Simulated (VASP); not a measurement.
Computed with PBEsol GGA, VASP's PBE PAW potentials (set 64) (plane waves; VASP).

VASP input:

POSCAR:
```
Sr(AgSn)2
1
   -2.3550300000     2.3550300000     5.8031050000
    2.3550300000    -2.3550300000     5.8031050000
    2.3550300000     2.3550300000    -5.8031050000
Sr Ag Sn
1 2 2
Direct
  0.0000000000   0.0000000000   0.0000000000
  0.2500000000   0.7500000000   0.5000000000
  0.7500000000   0.2500000000   0.5000000000
  0.3788100000   0.3788100000   0.0000000000
  0.6211900000   0.6211900000   0.0000000000
```

**INCAR**
```
SYSTEM = Sr(AgSn)2
PREC = Accurate; ENCUT = 300; LREAL = .FALSE.
LASPH = .TRUE.
EDIFF = 1E-6; NELM = 100; ALGO = Normal
LMAXMIX = 4
ISMEAR = 0; SIGMA = 0.05
GGA = PS
ISIF = 2
LWAVE = .FALSE.; LCHARG = .FALSE.
```

### KPOINTS
```
Automatic mesh
0
Gamma
6 6 6
0 0 0
```

POTCAR, in this order: Sr_sv Ag Sn_d (PBE.64 set). Program: vasp_std.

Task: What will the output report for the number of irreducible k-points (NKPTS), largest plane-wave count, number of space-group operations, FFT grid (NGX, NGY, NGZ)?

Result: 
number of irreducible k-points (NKPTS): 30
largest plane-wave count: 1541
number of space-group operations: 16
FFT grid (NGX, NGY, NGZ): 40 × 40 × 40

The structure comes from a computed database's Ag2Sn2Sr entry (I4/mmm); how it stands against other phases isn't given here. The cell was not relaxed at this level. The k-mesh is coarse (spacing up to 0.31 per Å, 2π included), so the numbers may not be converged in it. The run is one of a series of settings (GGA = PS, POTCAR Sr_sv Ag Sn_d (PBE.64 set) against the base run), some of them coarse on purpose.
